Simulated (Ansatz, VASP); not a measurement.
# Cross-check of Ge5H4 (Ge wire along [110], 15 atoms a period, H-terminated) between VASP and Ansatz, part 2 of 2

One calculation is typed for both programs; each brings its own data sets. How far apart do they land? The cell is taken from a series of runs on this material, whose earlier steps may have relaxed, scaled, displaced or heated it; both programs get it as it stands.

VASP 6.6.1 and Ansatz 0.2.0.

So far: Set-up; VASP: single point, HSE06.

## (3) Ansatz: single point, HSE06

Level of this step: Ansatz beside VASP: Kohn-Sham DFT, plane waves, HSE06 (Ansatz).

Ansatz runs on its PAW soft_1 files.

The same cell, functional, mesh and smearing now go to Ansatz, which takes its cutoff from its data sets.

Contents of input.yaml:

```yaml
crystal:
  lattice:
    - [17.241, 0.0, 0.0]
    - [0.0, 17.493, 0.0]
    - [0.0, 0.0, 4.092098158]
  atoms:
    - { symbol: Ge, position: [0.418623796, 0.385128716, 0.0] }
    - { symbol: H, position: [0.446689355, 0.801866753, 0.0] }
    - { symbol: Ge, position: [0.500328293, 0.269670271, 0.0] }
    - { symbol: Ge, position: [0.503125032, 0.5, 0.0] }
    - { symbol: Ge, position: [0.746560651, 0.371755039, 0.0] }
    - { symbol: H, position: [0.785942052, 0.292042562, 0.0] }
    - { symbol: H, position: [0.812040954, 0.432300832, 0.0] }
    - { symbol: H, position: [0.199166431, 0.5, 0.200966455] }
    - { symbol: Ge, position: [0.253246131, 0.5, 0.5] }
    - { symbol: H, position: [0.286418896, 0.313174428, 0.5] }
    - { symbol: H, position: [0.286418896, 0.686825572, 0.5] }
    - { symbol: Ge, position: [0.337151713, 0.386805476, 0.5] }
    - { symbol: Ge, position: [0.337151713, 0.613194524, 0.5] }
    - { symbol: Ge, position: [0.580347678, 0.269606468, 0.5] }
    - { symbol: Ge, position: [0.580347678, 0.730393532, 0.5] }
    - { symbol: Ge, position: [0.586476973, 0.5, 0.5] }
    - { symbol: H, position: [0.632769916, 0.197126581, 0.5] }
    - { symbol: H, position: [0.632769916, 0.802873419, 0.5] }
    - { symbol: Ge, position: [0.666753858, 0.382037207, 0.5] }
    - { symbol: Ge, position: [0.666753858, 0.617962793, 0.5] }
    - { symbol: H, position: [0.199166431, 0.5, 0.799033545] }
    - { symbol: Ge, position: [0.418623796, 0.614871284, 0.0] }
    - { symbol: H, position: [0.446689355, 0.198133247, 0.0] }
    - { symbol: Ge, position: [0.500328293, 0.730329729, 0.0] }
    - { symbol: Ge, position: [0.746560651, 0.628244961, 0.0] }
    - { symbol: H, position: [0.785942052, 0.707957438, 0.0] }
    - { symbol: H, position: [0.812040954, 0.567699168, 0.0] }
kpoints:
  mp_grid: { grid: [1, 1, 8] }
scf:
  occupations: { method: fermi_dirac, width: 0.05 }
hamiltonian:
  xc: hse06
  pseudopotentials: { kind: paw, azcp: { folder: soft_1 } }
```

Launch:

```
$ ansatz run input.yaml --threads 4 --pin off --max-ram 16384MiB --backend cpu --events-out ev --progress --plain --runs-dir out
```

Numbers of over 12 decimals in the logs are rounded to 6 here.

Log:

```text
Engine: ansatz 0.2.0, aarch64-unknown-linux-gnu
Pseudopotentials: kind: paw
Pseudopotential: Ge, paw, valence charge 14, recommended cutoff 420 eV (normal), soft_1/Ge.paw.azcp
Pseudopotential: H, paw, valence charge 1, recommended cutoff 420 eV (normal), soft_1/H.paw.azcp
Functional definition: HSE06
  parameter a = 0.25
  parameter omega = 0.11/bohr
  exchange = pbe_x - a*pbe_x_sr(omega) + a*exact_x_sr(omega)
  correlation = pbe_c
exact exchange is computed by density-matrix convolution in blocks of its matrices' elements, and the band table is solved from pair densities, because memory is short: all the matrices together need a memory limit of at least 24.91 GiB (a later check in the same run can ask for more); the limit here is 14.40 GiB. Converged results can differ within the SCF's convergence thresholds (on PAW files also the tolerances of a grid that the files size), and by more for orbitals that break the crystal symmetry, other than real ones at the zone centre alone (scf.exx.build). A real-time propagation's can differ in their last digits. [rest of the remark cut]
Crystal: 27 atoms, lattice volume = 1234.164 Å³
Basis set: ecut = 420 eV, 24059 PW (Γ)
Bands: 138, of which v1, the nominal top of the filled ones, is band 111 counted from 1 (110 counted from 0)
Symmetry: 4 space group operations
Space group: Pmm2 (ITA 25), of the structure as read, at distance tolerance 1.1e-4 Å
k-points: 5 of 8
Non-local potential: Ge, projectors of the file, l = 0: 2, l = 1: 2, l = 2: 3, l = 3: 1
Non-local potential: H, projectors of the file, l = 0: 2, l = 1: 1
PAW form: soft (Blöchl's): semilocal exchange-correlation on the pseudo side does not see the compensation charge
PAW frozen core: Ge, regenerated for the run's functional, and the local potential with it (the file was generated under x = pbe(κ = 0.804, μ = 0.219515), c = pbe(β = 0.066725))
PAW one-centre angular grid: Ge, 590 points (default); XC on 64 Gauss nodes
PAW one-centre angular grid: H, 110 points (default); XC on 64 Gauss nodes
Initial density: superposition of atomic densities (neutral atoms: chi_scale 0, normalization atom)
Initial wavefunctions: pseudopotential atomic-orbital guess
Functional: x = pbe(κ = 0.804, μ = 0.219515), c = pbe(β = 0.066725), warm-up for x = pbe(κ = 0.804, μ = 0.219515) + 0.25 (exact − pbe) at short range (hse, ω = 0.207870 Å⁻¹), c = pbe(β = 0.066725); HSE06 as pw.x's `hse` composes it (authors' and Libxc's form: `xc: wpbeh`)
iter 1 solved again at ethr=5.03e-3 eV; its pass at ethr=1.00e-1 eV (dr2=1.12e1 eV) is discarded
SCF iter   1: F=—  HF=-64615.530909 eV  |F-HF|=—  |Δ(HF+E_count)|=         —  Δρ=3.32e-2  dr2=1.14e1  ethr=5.03e-3  ⟨swp⟩=10.8  Hψ=3605  notcnv=0
preconditioner: auto → none  [insulator: Δε(μ)=1.602 eV  Ē_g=21.876 eV  σ=0.050 eV  W_gap=1.00  n_scr=190 (ndim 8)  ℏωp=15.7 eV  f_vac=0.577  D(μ)=0.00/eV (n_scr^D=0)]
SCF iter   2: F=—  HF=-64612.892953 eV  |F-HF|=—  |Δ(HF+E_count)|=    2.64e0  Δρ=1.29e-2  dr2=2.28e0  ethr=5.03e-3  ⟨swp⟩=6.6  Hψ=1645  notcnv=0  defer=3
SCF iter   3: F=—  HF=-64613.882366 eV  |F-HF|=—  |Δ(HF+E_count)|=   9.89e-1  Δρ=8.09e-3  dr2=8.07e0  ethr=1.03e-3  ⟨swp⟩=9.4  Hψ=2180  notcnv=0  defer=2  recentre
iter 4 solved again at ethr=2.09e-5 eV; its pass at ethr=1.03e-3 eV (dr2=4.63e-2 eV) is discarded
SCF iter   4: F=—  HF=-64612.451493 eV  |F-HF|=—  |Δ(HF+E_count)|=    1.43e0  Δρ=2.10e-3  dr2=4.75e-2  ethr=2.09e-5  ⟨swp⟩=4.0  Hψ=3431  notcnv=0
SCF iter   5: F=—  HF=-64612.450489 eV  |F-HF|=—  |Δ(HF+E_count)|=   1.00e-3  Δρ=9.64e-4  dr2=5.51e-3  ethr=2.09e-5  ⟨swp⟩=5.2  Hψ=1568  notcnv=0  defer=1
SCF iter   6: F=—  HF=-64612.451960 eV  |F-HF|=—  |Δ(HF+E_count)|=   1.47e-3  Δρ=2.26e-4  dr2=2.17e-3  ethr=2.48e-6  ⟨swp⟩=3.4  Hψ=1771  notcnv=0
[...]
SCF iter   1: F=—  HF=-64626.171092 eV  |F-HF|=—  |Δ(HF+E_count)|=         —  Δρ=4.97e-3  dr2=1.03e-1  ethr=9.65e-8  ⟨swp⟩=19.2  Hψ=4466  notcnv=2
preconditioner: auto → none  [insulator: Δε(μ)=2.218 eV  Ē_g=10.138 eV  σ=0.050 eV  W_gap=1.00  n_scr=190 (ndim 8)  ℏωp=9.0 eV  f_vac=0.616  D(μ)=0.00/eV (n_scr^D=0)]
SCF iter   2: F=—  HF=-64626.039928 eV  |F-HF|=—  |Δ(HF+E_count)|=   1.31e-1  Δρ=9.50e-4  dr2=1.54e-2  ethr=9.65e-8  ⟨swp⟩=5.0  Hψ=2978  notcnv=0
[...]
SCF iter   4: F=—  HF=-64626.112833 eV  |F-HF|=—  |Δ(HF+E_count)|=   7.30e-2  Δρ=5.13e-4  dr2=1.31e-3  ethr=9.65e-8  ⟨swp⟩=6.0  Hψ=2766  notcnv=0  defer=2
SCF iter   5: F=—  HF=-64626.112019 eV  |F-HF|=—  |Δ(HF+E_count)|=   8.13e-4  Δρ=4.88e-5  dr2=2.28e-4  ethr=9.65e-8  ⟨swp⟩=4.4  Hψ=2269  notcnv=0  defer=1
SCF iter   6: F=—  HF=-64626.111982 eV  |F-HF|=—  |Δ(HF+E_count)|=   3.75e-5  Δρ=2.87e-5  dr2=1.24e-4  ethr=8.11e-8  ⟨swp⟩=3.4  Hψ=1342  notcnv=0  defer=1
SCF iter   7: F=-64626.112956 eV  HF=-64626.112982 eV  |F-HF|=2.56e-5  |Δ(HF+E_count)|=   1.00e-3  Δρ=6.52e-5  dr2=3.51e-5  ethr=7.01e-9  ⟨swp⟩=6.8  Hψ=2737  notcnv=0  defer=2
SCF 2 stopped early in 7 iterations: F = -64626.112956 eV  dr2 = 3.51e-5
hybrid outer 1: dexx = +8.331e-2 eV, tail = 5.54e-4 eV
Exchange kernel: α = 0.2500, screened, ω = 0.2079 Å⁻¹, Wigner–Seitz truncation, v(0) = 1042.7311 eV·Å³, q-mesh 1×1×8, nearest image of the exchange supercell L = 17.24 Å, pair-density grid 72×75×20, without the augmentation charges, whose exchange is taken in its separable form by FFT convolution over the k-point mesh (sized by the pseudopotential files, 120×120×30 at the most), smooth part of the exact exchange by density-matrix convolution
Frozen-core exchange: fock
SCF iter   1: F=—  HF=-64626.115152 eV  |F-HF|=—  |Δ(HF+E_count)|=         —  Δρ=5.55e-5  dr2=2.33e-5  ethr=1.25e-6  ⟨swp⟩=16.8  Hψ=1626  notcnv=2
preconditioner: auto → none  [insulator: Δε(μ)=2.271 eV  Ē_g=10.147 eV  σ=0.050 eV  W_gap=1.00  n_scr=190 (ndim 8)  ℏωp=9.0 eV  f_vac=0.617  D(μ)=0.00/eV (n_scr^D=0)]
iter 2 solved again at ethr=3.57e-10 eV; its pass at ethr=7.56e-9 eV (dr2=7.91e-7 eV) is discarded
SCF iter   2: F=—  HF=-64626.115152 eV  |F-HF|=—  |Δ(HF+E_count)|=   7.56e-7  Δρ=8.54e-6  dr2=1.54e-6  ethr=3.57e-10  ⟨swp⟩=4.8  Hψ=3410  notcnv=0  defer=33
SCF iter   3: F=—  HF=-64626.115157 eV  |F-HF|=—  |Δ(HF+E_count)|=   5.15e-6  Δρ=5.16e-6  dr2=6.51e-7  ethr=3.57e-10  ⟨swp⟩=7.8  Hψ=2133  notcnv=0  defer=3
SCF iter   4: F=—  HF=-64626.115157 eV  |F-HF|=—  |Δ(HF+E_count)|=   5.08e-8  Δρ=2.27e-6  dr2=5.18e-7  ethr=2.73e-10  ⟨swp⟩=4.6  Hψ=1392  notcnv=0  defer=3
SCF iter   5: F=-64626.115157 eV  HF=-64626.115157 eV  |F-HF|=7.37e-9  |Δ(HF+E_count)|=   1.06e-7  Δρ=8.40e-7  dr2=2.20e-8  ethr=2.13e-10  ⟨swp⟩=3.4  Hψ=1353  notcnv=0  defer=2
SCF 3 converged in 5 iterations: F = -64626.115157 eV  dr2 = 2.20e-8
hybrid outer 2: dexx = +6.286e-6 eV, tail = 2.69e-7 eV, Δε = 7.02e-3 eV (about 2.53e-4 eV left of the loop's levels)
hybrid SCF converged: 2 outer / 12 inner (+8 warm-up), last move |dexx| = 6.29e-6 eV, tail = 2.69e-7 eV
Stability not checked: this state was not tested for a lower state beside it, because the functional holds exact exchange (a hybrid, or Hartree-Fock), whose exchange loop this test does not read (fock_operator; see scf.lower_state_search)
Free energy (F): -64626.115158 eV
Frozen-core exchange: fock
Harris-Foulkes:  -64626.115158 eV  (|F-HF|=7.37e-9)
Internal energy: -64626.115158 eV  (E = F + TS)
E sigma→0 (E₀):  -64626.115158 eV
Fermi energy:    -0.448978 eV
--- Per-component energies (eV) ---
  E_band       = -4791.460278
  E_kinetic    = 1525.627030
  E_local      = -130354.986624  (includes V_loc(G=0)·N_el)
  E_nonlocal   = 3271.061447
  E_hartree    = 63438.926400
  E_xc         = -944.402604
  E_vxc        = -883.930095  (∫ρ·V_xc dr)
  E_exx        = -838.488850  (= α·E_x^exact, valence–valence)
  E_paw        = -29610.959270  (= ΣΔE_a)
  E_vpaw       = -3550.082987  (= ΣTr[D̂ρ^β])
  E_aug_tail   = -0.010794  (compensation charges beyond the density's cutoff)
  E_ewald      = 28892.598619
  E_core_change = -5.480512  (= ΣΔE_core)
  E_smearing   = -0.000000  (= −TS)
  E_closure    = 0.000000  (closes the sum)
  Σ components = -64626.115158   (vs F -64626.115158, Δ=-7.28e-12)
--- Band table (eV; the first three rows and the last of 5) ---
  k-point 0: bands = [... 107 lower, -2.4464, -2.4394, -1.8908, -1.5681, 0.7034]
  k-point 1: bands = [... 107 lower, -2.6633, -2.4987, -2.4491, -2.2287, 1.5879]
  k-point 2: bands = [... 107 lower, -2.9205, -2.8735, -2.6813, -2.5448, 1.6772]
  k-point 4: bands = [... 107 lower, -3.4169, -3.2103, -3.1130, -3.1006, 1.3953]
  guard bands above this table: 26 of the run's 138 bands. The solve was not asked for them (output.publish_guard_bands: true or output.eigenvalues: true publishes all)
```

## (4) Differences

Known differences besides the potentials themselves: exact exchange at q = 0 is treated differently, which shows on coarse meshes; VASP keeps PBE cores, Ansatz makes them for the functional; the cutoff is 420 eV in Ansatz and 410 eV in VASP (PREC = Accurate, projectors in real space); VASP takes a coarser grid for exact exchange (PRECFOCK = Fast). Total energies have different zeros and are not compared.

The two programs side by side:

```csv
quantity,Ansatz,VASP,difference
gap on the k mesh (eV),2.271,2.276,-0.004
```

A gap on the mesh is an upper bound, since the band edges may lie between its points.

## (5) Summary of results

```
difference in gap on the k mesh (single point, HSE06) : -0.0043 eV
```

**Reading.** The difference in gap on the k mesh is -0.0043 eV (single point, HSE06), within the 0.08 eV picked in this series as the mark of a large difference. Such differences can come from data sets, numerical settings and the points named under the comparisons, not from the functional's error against experiment.

[Lines on the potential files, build, host, timing and source positions are cut from VASP's logs without a mark.]

[Logs are printed without paths, hosts, clocks, repeated set-up lines and the standing remarks that a program may print on its own settings, such as how far it seeks lower states.]

[Hosts, paths, dates, database ids (printed as entryN), source tags and the programs' standing remarks are cut or masked in the printed files.]
